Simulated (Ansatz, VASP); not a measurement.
# GaP: VASP beside Ansatz

Aim: how closely do two programs agree when they are given the same cell, functional and k mesh? The cell is taken from a series of runs on this material, whose earlier steps may have relaxed, scaled, displaced or heated it; both programs get it as it stands.

Method: plane waves, with VASP 6.6.1 beside it; zone-centre phonons at PBE, in Ansatz 0.2.0.

### 1. Starting point

Symmetry: F-43m, No. 216, cubic system. Conventional cell: a = 5.394 Å, b = 5.394 Å, c = 5.394 Å, α = 90.00°, β = 90.00°, γ = 90.00°. Nearest to P lie 4 Ga at 2.34 Å. Ga has 4 P at 2.34 Å nearest. Farther neighbours are not listed.

As a file:

```cif
data_structure
_symmetry_space_group_name_H-M 'P 1'
_symmetry_Int_Tables_number 1
_cell_length_a 3.8142
_cell_length_b 3.8142
_cell_length_c 3.8142
_cell_angle_alpha 60.000
_cell_angle_beta 60.000
_cell_angle_gamma 60.000
_cell_volume 39.24
loop_
_atom_site_label
_atom_site_type_symbol
_atom_site_fract_x
_atom_site_fract_y
_atom_site_fract_z
_atom_site_occupancy
P1 P 0.75000 0.75000 0.75000 1
Ga2 Ga 0.00000 0.00000 0.00000 1
```

### 2. VASP: zone-centre phonons, PBE, pair 1

Second derivatives magnify differences that forces hide, and they need a tight electronic threshold.

Lines of VASP's logs that name or quote its potential files are left out, and so is its time.

Contents of INCAR:

```
SYSTEM = GaP
PREC = Accurate
ENCUT = 500
EDIFF = 1E-08
NELM = 120
ISMEAR = 0
SIGMA = 0.01
LREAL = .FALSE.
ALGO = Normal
GGA = PE
NBANDS = 15
LORBIT = 11
LWAVE = .FALSE.
LCHARG = .FALSE.
ISIF = 2
IBRION = 8
LEPSILON = .TRUE.
LASPH = .TRUE.
GGA_COMPAT = .FALSE.
EFERMI = MIDGAP
KPAR = 2
```

Contents of POSCAR:

```
GaP
1.0
    0.0000000000      2.6970551839      2.6970551839
    2.6970551839      0.0000000000      2.6970551839
    2.6970551839      2.6970551839      0.0000000000
P Ga
1 1
Direct
    0.7500000000      0.7500000000      0.7500000000
    0.0000000000      0.0000000000      0.0000000000
```

Contents of KPOINTS:

```
Automatic mesh
0
Gamma
12 12 12
0 0 0
```

The projector-augmented-wave data sets are P and Ga_d (PBE family, release 64).

The run is started by

```bash
$ mpirun -np 2 vasp_std
```

Numbers of over 12 decimals in the logs are rounded to 6 here.

Output:

```text
[banner, memory and clock lines left out]
running    2 mpi-ranks, on    1 nodes
 distrk:  each k-point on    1 cores,    2 groups
 distr:  one band on    1 cores,    1 groups

 POSCAR found type information on POSCAR P Ga
 POSCAR found :  2 types and       2 ions
 LDA part: xc-table for (Slater+PW92), standard interpolation
 POSCAR, INCAR and KPOINTS ok, starting setup
 FFT: planning ... GRIDC
 FFT: planning ... GRID_SOFT
 FFT: planning ... GRID
 WAVECAR not read
 entering main loop
       N       E                     dE             d eps       ncg     rms          rms(c)
DAV:   1     0.821666410436E+02    0.82167E+02   -0.88949E+03  2207   0.171E+03
DAV:   2    -0.307907886364E+01   -0.85246E+02   -0.81289E+02  2461   0.319E+02
DAV:   3    -0.925970009973E+01   -0.61806E+01   -0.61569E+01  2622   0.683E+01
DAV:   4    -0.936397655206E+01   -0.10428E+00   -0.10425E+00  2734   0.969E+00
DAV:   5    -0.936600373673E+01   -0.20272E-02   -0.20271E-02  2785   0.117E+00    0.440E+00
DAV:   6    -0.911680820332E+01    0.24920E+00   -0.40063E-01  3344   0.116E+01    0.293E+00
DAV:   7    -0.908721398856E+01    0.29594E-01   -0.10568E-01  2818   0.233E+00    0.115E+00
DAV:   8    -0.908748032919E+01   -0.26634E-03   -0.14365E-02  2735   0.156E+00    0.214E-01
DAV:   9    -0.908786625931E+01   -0.38593E-03   -0.14319E-03  2742   0.545E-01    0.819E-02
DAV:  10    -0.908792556900E+01   -0.59310E-04   -0.11374E-04  3462   0.124E-01    0.369E-02
DAV:  11    -0.908799199571E+01   -0.66427E-04   -0.90804E-05  2433   0.818E-02    0.483E-03
DAV:  12    -0.908799174961E+01    0.24610E-06   -0.27122E-06  2875   0.231E-02    0.306E-03
DAV:  13    -0.908799208249E+01   -0.33288E-06   -0.89833E-07  2594   0.819E-03    0.195E-03
DAV:  14    -0.908799206514E+01    0.17351E-07   -0.34363E-08  2825   0.197E-03    0.145E-03
DAV:  15    -0.908799206486E+01    0.27330E-09   -0.43908E-09  1885   0.478E-04
   1 F= -.90879921E+01 E0= -.90879921E+01  d E =0.000000E+00
 Linear response reoptimize wavefunctions to high precision
DAV:   1    -0.908799206235E+01    0.25116E-08   -0.82631E-10  1907   0.215E-04
DAV:   2    -0.908799206237E+01   -0.19554E-10   -0.12012E-10  1437   0.948E-05
 Linear response G [H, r] |phi>, progress :
  Direction:   1
       N       E                     dE             d eps       ncg     rms
RMM:   1    -0.409788847076E+02   -0.40979E+02    0.15645E+02  2493   0.237E+02
RMM:   2    -0.491972610172E+02   -0.82184E+01   -0.18903E+01  4515   0.354E+01
RMM:   3    -0.501865171559E+02   -0.98926E+00   -0.98437E-01  4464   0.867E+00
RMM:   4    -0.503321863375E+02   -0.14567E+00   -0.42532E-01  4679   0.236E+00
RMM:   5    -0.502967288278E+02    0.35458E-01    0.65318E-02  4713   0.606E-01
RMM:   6    -0.503046847433E+02   -0.79559E-02   -0.48166E-03  4740   0.201E-01
RMM:   7    -0.503038578425E+02    0.82690E-03    0.44011E-03  4803   0.719E-02
RMM:   8    -0.503043179281E+02   -0.46009E-03   -0.40714E-05  4812   0.286E-02
RMM:   9    -0.503043082447E+02    0.96834E-05    0.84078E-05  4784   0.126E-02
RMM:  10    -0.503043129384E+02   -0.46937E-05    0.42711E-05  4757   0.629E-03
RMM:  11    -0.503043151190E+02   -0.21806E-05    0.22282E-05  4334   0.365E-03
RMM:  12    -0.503043154818E+02   -0.36282E-06    0.18739E-05  3720   0.240E-03
RMM:  13    -0.503043173584E+02   -0.18765E-05    0.27970E-07  3149   0.196E-03
RMM:  14    -0.503043156439E+02    0.17144E-05    0.16699E-05  2721   0.168E-03
RMM:  15    -0.503043177995E+02   -0.21556E-05   -0.30321E-06  2536   0.161E-03
RMM:  16    -0.503043134556E+02    0.43439E-05    0.42019E-05  2421   0.150E-03
RMM:  17    -0.503043157917E+02   -0.23361E-05    0.28969E-05  2372   0.153E-03
RMM:  18    -0.503043162548E+02   -0.46305E-06    0.11295E-05  2272   0.148E-03
 Linear response G [H, r] |phi>, progress :
  Direction:   2
       N       E                     dE             d eps       ncg     rms
RMM:   1    -0.399121234022E+02   -0.39912E+02    0.13373E+02  2523   0.237E+02
RMM:   2    -0.508353270744E+02   -0.10923E+02   -0.13587E+01  4515   0.346E+01
RMM:   3    -0.523146681686E+02   -0.14793E+01   -0.93989E-01  4387   0.853E+00
RMM:   4    -0.524616578523E+02   -0.14699E+00   -0.41776E-01  4644   0.237E+00
RMM:   5    -0.524272465325E+02    0.34411E-01    0.62360E-02  4660   0.587E-01
RMM:   6    -0.524349421439E+02   -0.76956E-02   -0.46515E-03  4715   0.193E-01
RMM:   7    -0.524341250303E+02    0.81711E-03    0.43583E-03  4756   0.688E-02
RMM:   8    -0.524345968044E+02   -0.47177E-03   -0.19880E-04  4813   0.278E-02
RMM:   9    -0.524345720153E+02    0.24789E-04    0.75977E-05  4777   0.117E-02
RMM:  10    -0.524345761334E+02   -0.41181E-05    0.41118E-05  4765   0.578E-03
RMM:  11    -0.524345774228E+02   -0.12894E-05    0.29570E-05  4321   0.296E-03
RMM:  12    -0.524345824142E+02   -0.49914E-05   -0.20012E-05  3754   0.189E-03
RMM:  13    -0.524345807138E+02    0.17004E-05   -0.29542E-06  3061   0.134E-03
[...]
RMM:   1    -0.129345025054E+00   -0.12935E+00    0.65298E+00  2373   0.920E+00
RMM:   2    -0.135956031293E+01   -0.12302E+01   -0.70732E-02  4284   0.185E+00
RMM:   3    -0.136297340978E+01   -0.34131E-02   -0.25693E-02  4661   0.575E-01
RMM:   4    -0.136325034166E+01   -0.27693E-03   -0.71889E-04  4583   0.133E-01
RMM:   5    -0.136325794290E+01   -0.76012E-05   -0.51586E-05  4644   0.404E-02
[...]
RMM:  13    -0.108106828608E+01    0.46261E-06   -0.39917E-08  8942   0.140E-04    0.931E-06
 change of polarisation eV/A/(eV/A) component  1 :     2.002     0.555     0.325
 dielectric tensor                  component  1 :    10.232     2.557     1.497
 Linear response to external field, progress :
  Direction:   2
       N       E                     dE             d eps       ncg     rms          rms(c)
RMM:   1    -0.117125412877E+00   -0.11713E+00    0.49660E+00  9171   0.828E+00
RMM:   2    -0.105625763182E+01   -0.93913E+00   -0.69901E-02 16761   0.174E+00    0.142E+00
RMM:   3    -0.102404882747E+01    0.32209E-01   -0.29247E-02 16994   0.977E-01    0.838E-01
RMM:   4    -0.106055368706E+01   -0.36505E-01   -0.26442E-02 17176   0.924E-01    0.187E-01
RMM:   5    -0.107486820443E+01   -0.14315E-01   -0.15713E-03 17388   0.277E-01    0.380E-02
RMM:   6    -0.108038952406E+01   -0.55213E-02   -0.20135E-04 17702   0.991E-02    0.297E-02
RMM:   7    -0.108079136097E+01   -0.40184E-03   -0.24269E-05 16751   0.372E-02    0.245E-03
RMM:   8    -0.108111045307E+01   -0.31909E-03   -0.66308E-06 18310   0.129E-02    0.176E-03
RMM:   9    -0.108107960448E+01    0.30849E-04    0.10958E-06 17443   0.477E-03    0.686E-04
RMM:  10    -0.108107850249E+01    0.11020E-05   -0.29975E-08 17660   0.187E-03    0.212E-04
RMM:  11    -0.108107163447E+01    0.68680E-05    0.16336E-07 17757   0.811E-04    0.885E-05
RMM:  12    -0.108107046432E+01    0.11701E-05   -0.17860E-08 15620   0.316E-04    0.463E-05
RMM:  13    -0.108107000082E+01    0.46350E-06   -0.38273E-08  8968   0.140E-04    0.871E-06
 change of polarisation eV/A/(eV/A) component  2 :     0.473     2.002     0.328
 dielectric tensor                  component  2 :     2.183    10.232     1.511
 Linear response to external field, progress :
  Direction:   3
       N       E                     dE             d eps       ncg     rms          rms(c)
RMM:   1    -0.116956433609E+00   -0.11696E+00    0.49676E+00  9171   0.828E+00
RMM:   2    -0.105624498463E+01   -0.93929E+00   -0.69854E-02 16757   0.174E+00    0.142E+00
RMM:   3    -0.102405188898E+01    0.32193E-01   -0.29276E-02 17003   0.977E-01    0.838E-01
RMM:   4    -0.106056844801E+01   -0.36517E-01   -0.26424E-02 17167   0.924E-01    0.187E-01
RMM:   5    -0.107485501338E+01   -0.14287E-01   -0.15740E-03 17389   0.277E-01    0.381E-02
RMM:   6    -0.108039031134E+01   -0.55353E-02   -0.20322E-04 17699   0.990E-02    0.297E-02
RMM:   7    -0.108079238932E+01   -0.40208E-03   -0.23121E-05 16747   0.371E-02    0.244E-03
RMM:   8    -0.108111054836E+01   -0.31816E-03   -0.72458E-06 18307   0.128E-02    0.176E-03
RMM:   9    -0.108108012527E+01    0.30423E-04    0.10518E-06 17438   0.476E-03    0.688E-04
RMM:  10    -0.108107867532E+01    0.14500E-05   -0.11307E-08 17668   0.187E-03    0.211E-04
RMM:  11    -0.108107207576E+01    0.65996E-05    0.21277E-07 17776   0.812E-04    0.906E-05
RMM:  12    -0.108107082494E+01    0.12508E-05    0.16299E-08 15681   0.316E-04    0.463E-05
RMM:  13    -0.108107039167E+01    0.43326E-06   -0.69834E-08  8985   0.140E-04    0.753E-06
 change of polarisation eV/A/(eV/A) component  3 :     0.398     0.481     2.002
 dielectric tensor                  component  3 :     1.837     2.217    10.232
 Linear response DOF=           2
 Linear response progress:
  Degree of freedom:   1/  2
       N       E                     dE             d eps       ncg     rms          rms(c)
RMM:   1    -0.504759312429E-01   -0.50476E-01    0.12199E-02 19180   0.183E+00
RMM:   2    -0.473859471356E-01    0.30900E-02   -0.59895E-03 15293   0.534E-01    0.121E-01
RMM:   3    -0.475307271720E-01   -0.14478E-03   -0.50676E-04 16757   0.170E-01    0.606E-02
RMM:   4    -0.479323735462E-01   -0.40165E-03   -0.92629E-05 16506   0.640E-02    0.122E-02
RMM:   5    -0.479704790536E-01   -0.38106E-04   -0.14525E-05 17668   0.225E-02    0.714E-03
RMM:   6    -0.479526060157E-01    0.17873E-04   -0.16352E-06 16630   0.792E-03    0.422E-03
RMM:   7    -0.479507739906E-01    0.18320E-05    0.17674E-07 17237   0.317E-03    0.175E-04
RMM:   8    -0.479489264269E-01    0.18476E-05   -0.18388E-08 17074   0.110E-03    0.137E-04
RMM:   9    -0.479485933233E-01    0.33310E-06    0.23653E-08 17293   0.351E-04    0.241E-05
RMM:  10    -0.479486365177E-01   -0.43194E-07    0.38805E-08 16996   0.122E-04    0.500E-06
RMM:  11    -0.479486422358E-01   -0.57181E-08    0.56846E-08 17393   0.465E-05    0.475E-06
 first order change of Fermi-energy  -0.10796E+01
 force on displaced ion       1 direction 1 : -10.791   0.000   0.000
 Born effective charge ion    1 direction 1 :  -2.126   0.000   0.000
 Linear response progress:
  Degree of freedom:   2/  2
       N       E                     dE             d eps       ncg     rms          rms(c)
RMM:   1    -0.164349673208E+00   -0.16435E+00    0.93256E-02 10613   0.821E+00
RMM:   2    -0.162855216138E+00    0.14945E-02   -0.26558E-02 16223   0.141E+00    0.549E-02
RMM:   3    -0.163186162991E+00   -0.33095E-03   -0.36632E-03 17095   0.402E-01    0.428E-02
RMM:   4    -0.163009499957E+00    0.17666E-03   -0.60221E-04 17608   0.130E-01    0.107E-02
RMM:   5    -0.162988714454E+00    0.20786E-04   -0.75462E-05 17991   0.394E-02    0.317E-03
RMM:   6    -0.162992499956E+00   -0.37855E-05   -0.33359E-05 17591   0.145E-02    0.915E-04
RMM:   7    -0.162994788148E+00   -0.22882E-05   -0.14420E-05 17630   0.582E-03    0.128E-04
RMM:   8    -0.162993620077E+00    0.11681E-05   -0.74264E-06 17765   0.241E-03    0.721E-05
RMM:   9    -0.162993016308E+00    0.60377E-06   -0.38776E-06 17694   0.103E-03    0.344E-05
RMM:  10    -0.162992678741E+00    0.33757E-06   -0.17979E-06 17755   0.474E-04    0.640E-06
RMM:  11    -0.162992589455E+00    0.89285E-07   -0.57877E-07 18046   0.227E-04    0.469E-06
RMM:  12    -0.162992592109E+00   -0.26533E-08   -0.61237E-07 18104   0.118E-04    0.275E-06
RMM:  13    -0.162992556982E+00    0.35126E-07   -0.27374E-07 17627   0.688E-05    0.667E-07
RMM:  14    -0.162992550503E+00    0.64796E-08   -0.24452E-07 16455   0.460E-05    0.661E-07
RMM:  15    -0.162992530432E+00    0.20071E-07   -0.71475E-08 14483   0.352E-05    0.438E-07
RMM:  16    -0.162992526678E+00    0.37544E-08   -0.50068E-08 12647   0.304E-05    0.199E-07
 first order change of Fermi-energy   0.10799E+01
 force on displaced ion       2 direction 1 : -10.811  -0.000  -0.000
 Born effective charge ion    2 direction 1 :   2.117   0.000   0.000
 Born effective charges drift removed
 Linear response finished
```

Parts of OUTCAR (step 2):

```text
ion  position               nearest neighbor table
   1  0.750  0.750  0.750-   2 2.34   2 2.34   2 2.34   2 2.34
   2  0.000  0.000  0.000-   1 2.34   1 2.34   1 2.34   1 2.34

  LATTYP: Found a face centered cubic cell.
 ALAT       =     5.3941103678

 Subroutine GETGRP returns: Found 24 space group operations
 (whereof 24 operations were pure point group operations)

The static configuration has the point symmetry T_d .

 Found     72 irreducible k-points:

   k-points           NKPTS =     72   k-points in BZ     NKDIM =     72   number of bands    NBANDS=     15

   dimension x,y,z NGX =    28 NGY =   28 NGZ =   28
   dimension x,y,z NGXF=    56 NGYF=   56 NGZF=   56

   ENCUT  =  500.0 eV  36.75 Ry    6.06 a.u.   6.95  6.95  6.95*2*pi/ulx,y,z

   NELECT =      18.0000    total number of electrons

 k-points in reciprocal lattice and weights: Automatic mesh
   0.00000000  0.00000000  0.00000000       0.001
   0.08333333  0.00000000  0.00000000       0.005
   0.16666667  0.00000000  0.00000000       0.005
   0.25000000  0.00000000  0.00000000       0.005
   0.33333333  0.00000000  0.00000000       0.005
   0.41666667  0.00000000  0.00000000       0.005
   0.50000000  0.00000000  0.00000000       0.002
   0.08333333  0.08333333  0.00000000       0.003
   0.16666667  0.08333333  0.00000000       0.014
[...]
-0.33333333  0.50000000  0.16666667       0.007
  -0.25000000  0.50000000  0.25000000       0.003

 average (electrostatic) potential at core
       1 -83.1072       2 -65.0986

  Total        1.3192682      1.3192682      1.3192682     -0.0000000      0.0000000     -0.0000000
  in kB       53.8696556     53.8696556     53.8696556     -0.0000000      0.0000000     -0.0000000
  external PRESSURE =      53.8696556 kB  Pullay stress =       0.0000000 kB

  energy-cutoff  :      500.00
  volume of cell :       39.24
      direct lattice vectors                 reciprocal lattice vectors
     0.000000000  2.697055184  2.697055184    -0.185387382  0.185387382  0.185387382
     2.697055184  0.000000000  2.697055184     0.185387382 -0.185387382  0.185387382
     2.697055184  2.697055184  0.000000000     0.185387382  0.185387382 -0.185387382

 POSITION                                       TOTAL-FORCE (eV/Angst)
 -----------------------------------------------------------------------------------
      4.04558      4.04558      4.04558        -0.000000     -0.000000     -0.000000
      0.00000      0.00000      0.00000         0.000000      0.000000      0.000000
 -----------------------------------------------------------------------------------
    total drift:                               -0.000000     -0.000000     -0.000000

 MACROSCOPIC STATIC DIELECTRIC TENSOR (including local field effects in DFT)
 ------------------------------------------------------
          10.231543     0.000000     0.000000
          -0.000000    10.231543    -0.000000
           0.000000     0.000000    10.231543
 ------------------------------------------------------

 PIEZOELECTRIC TENSOR (including local field effects)  for field in x, y, z        (C/m^2)
          XX          YY          ZZ          XY          YZ          ZX
  --------------------------------------------------------------------------------
  x    -0.00000     0.00000     0.00000     0.00000     0.78209     0.00000
  y     0.00000     0.00000     0.00000     0.00000     0.00000     0.78209
  z     0.00000     0.00000    -0.00000     0.78209     0.00000     0.00000

 BORN EFFECTIVE CHARGES (including local field effects) (in |e|, cummulative output)
 ---------------------------------------------------------------------------------
 ion    1
    1    -2.12331    -0.00000    -0.00000
    2    -0.00000    -2.12331    -0.00000
    3     0.00000     0.00000    -2.12331
 ion    2
    1     2.12331     0.00000     0.00000
    2     0.00000     2.12331     0.00000
    3     0.00000     0.00000     2.12331

 Eigenvectors and eigenvalues of the dynamical matrix
 ----------------------------------------------------

   1 f  =   11.092552 THz    69.696560 2PiTHz  370.007709 cm-1    45.875089 meV
             X         Y         Z           dx          dy          dz
      4.045583  4.045583  4.045583    -0.369898   -0.744535   -0.029439
      0.000000  0.000000  0.000000     0.246763    0.496689    0.019639

   2 f  =   11.092552 THz    69.696560 2PiTHz  370.007709 cm-1    45.875089 meV
             X         Y         Z           dx          dy          dz
      4.045583  4.045583  4.045583     0.536961   -0.243568   -0.586831
      0.000000  0.000000  0.000000    -0.358213    0.162487    0.391482

   3 f  =   11.092552 THz    69.696560 2PiTHz  370.007709 cm-1    45.875089 meV
             X         Y         Z           dx          dy          dz
      4.045583  4.045583  4.045583    -0.516596    0.279938   -0.588885
      0.000000  0.000000  0.000000     0.344628   -0.186750    0.392853

   4 f/i=    0.004582 THz     0.028791 2PiTHz    0.152845 cm-1     0.018950 meV
             X         Y         Z           dx          dy          dz
      4.045583  4.045583  4.045583     0.121959   -0.532587   -0.097234
      0.000000  0.000000  0.000000     0.182816   -0.798346   -0.145754

   5 f/i=    0.004582 THz     0.028791 2PiTHz    0.152845 cm-1     0.018950 meV
             X         Y         Z           dx          dy          dz
      4.045583  4.045583  4.045583     0.041620   -0.090153    0.546002
      0.000000  0.000000  0.000000     0.062388   -0.135139    0.818455

   6 f/i=    0.004582 THz     0.028791 2PiTHz    0.152845 cm-1     0.018950 meV
             X         Y         Z           dx          dy          dz
      4.045583  4.045583  4.045583     0.539788    0.127283   -0.020130
      0.000000  0.000000  0.000000     0.809141    0.190797   -0.030174

 MACROSCOPIC STATIC DIELECTRIC TENSOR IONIC CONTRIBUTION
 ------------------------------------------------------
           1.924978     0.000000     0.000000
           0.000000     1.924978     0.000000
           0.000000     0.000000     1.924978
 ------------------------------------------------------

 ELASTIC MODULI CONTR FROM IONIC RELAXATION (kBar)
 Direction    XX          YY          ZZ          XY          YZ          ZX
 --------------------------------------------------------------------------------
 XX          -0.0000      0.0000      0.0000      0.0000     -0.0000      0.0000
 YY           0.0000     -0.0000     -0.0000      0.0000      0.0000     -0.0000
 ZZ           0.0000     -0.0000     -0.0000     -0.0000      0.0000      0.0000
 XY           0.0000      0.0000     -0.0000   -286.6467      0.0000      0.0000
 YZ          -0.0000      0.0000      0.0000      0.0000   -286.6467      0.0000
 ZX           0.0000     -0.0000      0.0000      0.0000      0.0000   -286.6467
 --------------------------------------------------------------------------------

 PIEZOELECTRIC TENSOR IONIC CONTR  for field in x, y, z        (C/m^2)
          XX          YY          ZZ          XY          YZ          ZX
  --------------------------------------------------------------------------------
  x    -0.00000     0.00000     0.00000    -0.00000    -0.69897    -0.00000
  y     0.00000    -0.00000     0.00000    -0.00000    -0.00000    -0.69897
  z     0.00000     0.00000    -0.00000    -0.69897     0.00000     0.00000
```

The dielectric response converges more slowly with the mesh than energies do, so tensor and charges may still move on a finer one.

(Continued in part 2 of 2.)

[Lines on the potential files, build, host, timing and source positions are cut from VASP's logs without a mark.]

[Logs are printed without paths, hosts, clocks, repeated set-up lines and the standing remarks that a program may print on its own settings, such as how far it seeks lower states.]

[Hosts, paths, dates, database ids (printed as entryN), source tags and the programs' standing remarks are cut or masked in the printed files.]
